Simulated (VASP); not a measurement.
Method: rev-vdW-DF2, VASP's PBE PAW potentials (set 64) (plane waves; VASP).

The input files of a VASP run:

### INCAR
```
! general
SYSTEM   = PbSe
PREC     = Accurate
ENCUT    = 520   ! plane-wave cut-off (eV)
LREAL    = .False.
LASPH    = .True.
ICHARG   = 11   ! fixed density

! electronic loop
EDIFF    = 1E-7
NELM     = 100   ! most electronic steps
ALGO     = Normal   ! blocked Davidson
LMAXMIX  = 4   ! l cut-off of mixed one-centre charges

! smearing
ISMEAR   = 0   ! Gaussian
SIGMA    = 0.05   ! width (eV)

! functional
GGA      = MK
LUSE_VDW = .True.
AGGAC    = 0.0
PARAM1   = 0.1234568
PARAM2   = 0.7114
ZAB_VDW  = -1.8867

! output
LWAVE    = .False.
LCHARG   = .False.
LORBIT   = 11
```

POSCAR:
```
PbSe
1
    0.0000000000     3.0833221937     3.0833221937
    3.0833221937     0.0000000000     3.0833221937
    3.0833221937     3.0833221937     0.0000000000
Pb Se
1 1
Direct
  0.0000000000   0.0000000000   0.0000000000
  0.5000000000   0.5000000000   0.5000000000
```

File KPOINTS:
```
k-points along high-symmetry lines
15
Line-mode
Reciprocal
  0.000000   0.000000   0.000000 ! GAMMA
  0.500000   0.000000   0.500000 ! X

  0.500000   0.000000   0.500000 ! X
  0.625000   0.250000   0.625000 ! U

  0.375000   0.375000   0.750000 ! K
  0.000000   0.000000   0.000000 ! GAMMA

  0.000000   0.000000   0.000000 ! GAMMA
  0.500000   0.500000   0.500000 ! L

  0.500000   0.500000   0.500000 ! L
  0.500000   0.250000   0.750000 ! W

  0.500000   0.250000   0.750000 ! W
  0.500000   0.000000   0.500000 ! X
```

POTCAR, in this order: Pb_d Se (PBE.64 set). Program: vasp_std. Read from the step before: CHGCAR.

The resulting files:

**OSZICAR**
```
       N       E                     dE             d eps       ncg     rms          rms(c)
DAV:   1     0.161716775512E+03    0.16172E+03   -0.97534E+03  2542   0.144E+03
DAV:   2     0.767769598303E+01   -0.15404E+03   -0.15050E+03  2646   0.351E+02
DAV:   3    -0.426553652412E+01   -0.11943E+02   -0.11681E+02  3368   0.103E+02
DAV:   4    -0.455998635913E+01   -0.29445E+00   -0.29431E+00  2780   0.188E+01
DAV:   5    -0.456887332773E+01   -0.88870E-02   -0.88868E-02  3410   0.329E+00
DAV:   6    -0.456934578106E+01   -0.47245E-03   -0.47245E-03  3378   0.651E-01
DAV:   7    -0.456934908822E+01   -0.33072E-05   -0.33071E-05  3478   0.529E-02
DAV:   8    -0.456934916111E+01   -0.72889E-07   -0.72465E-07  3108   0.791E-03
   1 F= -.45693492E+01 E0= -.45693492E+01  d E =-.144803E-07
```

**OUTCAR**
```
 val. band max:        4.6519605576   @ k =   0.5000   0.5000   0.5000

 cond. band min:       4.9891380606   @ k =   0.5000   0.5000   0.5000



 k-point     1 :       0.0000    0.0000    0.0000
  band No.  band energies     occupation
      1     -12.0795      2.00000
      2     -12.0795      2.00000
      3     -12.0795      2.00000
      4     -12.0768      2.00000
      5     -12.0768      2.00000
      6      -8.7331      2.00000
      7      -1.7352      2.00000
      8       2.9253      2.00000
      9       2.9253      2.00000
     10       2.9253      2.00000
     11       9.2703      0.00000
     12       9.2703      0.00000
     13       9.2703      0.00000
     14      11.2733      0.00000

 k-point     2 :       0.0357    0.0000    0.0357
  band No.  band energies     occupation
      1     -12.0797      2.00000
      2     -12.0790      2.00000
      3     -12.0790      2.00000
      4     -12.0775      2.00000
      5     -12.0766      2.00000
      6      -8.7205      2.00000
      7      -1.7765      2.00000
      8       2.9063      2.00000
      9       2.9063      2.00000
     10       3.0005      2.00000
     11       9.0057      0.00000
     12       9.2494      0.00000
     13       9.2494      0.00000
     14      11.1452      0.00000

 k-point     3 :       0.0714    0.0000    0.0714
  band No.  band energies     occupation
      1     -12.0804      2.00000
      2     -12.0795      2.00000
      3     -12.0776      2.00000
      4     -12.0776      2.00000
      5     -12.0759      2.00000
      6      -8.6827      2.00000
      7      -1.8900      2.00000
      8       2.8505      2.00000
      9       2.8505      2.00000
     10       3.2097      2.00000
     11       8.3834      0.00000
     12       9.2029      0.00000
     13       9.2029      0.00000
     14      10.8555      0.00000

 k-point     4 :       0.1071    0.0000    0.1071
  band No.  band energies     occupation
      1     -12.0832      2.00000
...
```

The density is held fixed in this step, so its total energy and stress have no physical meaning. Unless said otherwise, spin-orbit coupling is left out, though it shifts the bands of the heavy elements here.

The compound is PbSe in the rock salt structure. It was relaxed first.
